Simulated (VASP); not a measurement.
VASP runs on PtTe2 (space group P-3m1) share one base input (PBE GGA, plane waves, VASP's PBE PAW potentials (set 64)) and change the settings named in each case.

File KPOINTS:
```
Regular mesh
0
G
  10 10 7
0 0 0
```

**POSCAR**
```
PtTe2
1.0
  2.0150000000  -3.4900820000   0.0000000000
  2.0150000000   3.4900820000   0.0000000000
  0.0000000000   0.0000000000   5.2200000000
Te Pt
2 1
Cartesian
  2.0150000000   1.1633629934   1.3258800000
  2.0150000000  -1.1633629934   3.8941200000
  0.0000000000   0.0000000000   0.0000000000
```

### INCAR
```
! general
SYSTEM  = PtTe2
PREC    = Accurate
ENCUT   = 300   ! plane-wave cut-off (eV)
LREAL   = .FALSE.   ! projection in real space or not
LASPH   = .TRUE.

! electronic loop
EDIFF   = 1E-6
NELM    = 100
ALGO    = Normal
LMAXMIX = 6

! smearing
ISMEAR  = 0   ! Gaussian
SIGMA   = 0.2   ! width (eV)

! functional
GGA     = PE   ! PBE

! ions
ISIF    = 2   ! forces and stress, cell fixed

! output
LWAVE   = .FALSE.
LCHARG  = .FALSE.
```

POTCAR, in this order: Te Pt (PBE.64 set). Program: vasp_std.

| change | E(σ→0) (eV/atom) | pressure (GPa) | −TS (eV) |
|---|---|---|---|
| base run | -4.5026 | 5.50 | -0.0256 |
| GGA removed, POTCAR Te Pt (LDA.64 set) | -5.4573 | -0.62 | -0.0262 |
| GGA_COMPAT = .FALSE., LNONCOLLINEAR = .TRUE., LSORBIT = .TRUE., MAGMOM = 0.0 0.0 0.0 0.0 0.0 0.0 0.0 0.0 0.0, program vasp_ncl | -4.6783 | 5.68 | -0.0268 |
| KPOINTS 1×1×1 Γ-centred mesh | -0.4475 | 35.95 | -0.2897 |
 Energies of different potentials or functionals have different zeros.  Unless said otherwise, spin-orbit coupling is left out, though it shifts the bands of the heavy elements here. At 300 eV the pressure can carry a Pulay error.

Left out are runs that ran out of time, are held back, or changed the cell or the kind of run, fixed moments of cells without a moment, rows past the twelfth, gaps on odd meshes, pressures of charged cells and columns that move by less than the noise.

The structure is a typed PtTe2 crystal. The cell was not relaxed at this level.
